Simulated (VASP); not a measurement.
An input for Ansatz (written as the equivalent of a VASP run, and not itself run):

Ansatz 0.2 input:
```yaml
crystal:
  lattice:
    - [3.6504750, 0.0000000, 0.0000000]
    - [-1.8252370, 3.1614040, 0.0000000]
    - [0.0000000, 0.0000000, 5.9268890]
  atoms:
    - { symbol: Nd, position: [0.3420000, 0.6722450, 0.2468530], spin: 3, spin_axis: [0, 0, 1] }
    - { symbol: Nd, position: [0.6580000, 0.3277550, 0.7531470], spin: 3, spin_axis: [0, 0, 1] }
kpoints:
  mp_grid: { grid: [7, 7, 4] }
hamiltonian:
  xc: pbe
  pseudopotentials: { kind: paw }
magnetization: { noncollinear: true, spin_orbit: true }
scf:
  occupations: { method: fermi_dirac, width: 0.1 }
  max_iter: 100
output: { forces: true, stress: true, eigenvalues: true }
```

Write the VASP files for the same calculation (PBE+SOC).

Several could match; the one computed here: 
### INCAR
```
SYSTEM = Nd
PREC = Accurate
ENCUT = 300
EDIFF = 1E-6
NELM = 100
ALGO = Normal
LREAL = .FALSE.
LASPH = .TRUE.
ISMEAR = -1
SIGMA = 0.1
GGA = PE
LMAXMIX = 6
LWAVE = .FALSE.
LCHARG = .FALSE.
ISIF = 2
LSORBIT = .TRUE.
LNONCOLLINEAR = .TRUE.
MAGMOM = 0.0 0.0 3.0 0.0 0.0 3.0
GGA_COMPAT = .FALSE.
LORBIT = 11
```

**POSCAR**
```
Nd
1
    3.6504750000     0.0000000000     0.0000000000
   -1.8252370000     3.1614040000     0.0000000000
    0.0000000000     0.0000000000     5.9268890000
Nd
2
Direct
  0.3420000000   0.6722450000   0.2468530000
  0.6580000000   0.3277550000   0.7531470000
```

KPOINTS:
```
Regular mesh
0
G
 7 7 4
```

POTCAR, in this order: Nd (PBE.64 set). Program: vasp_ncl.

What does not carry over: each code has its own PAW files, so the cut-off isn't converted (ENCUT is set for VASP's; basis.ecutwfc is left out, and Ansatz then takes the one that its files recommend); Ansatz stops its SCF on the density residual and VASP on the energy change (EDIFF).

The structure was generated: Nd was put into an ordered model structure, which need not be its known phase. The cell was not relaxed at this level, atoms are displaced from their ideal sites. The run is one of a series of settings (GGA_COMPAT = .FALSE., ISPIN removed, LNONCOLLINEAR = .TRUE., LSORBIT = .TRUE., MAGMOM = 0.0 0.0 3.0 0.0 0.0 3.0, program vasp_ncl against the base run), some of them coarse on purpose.
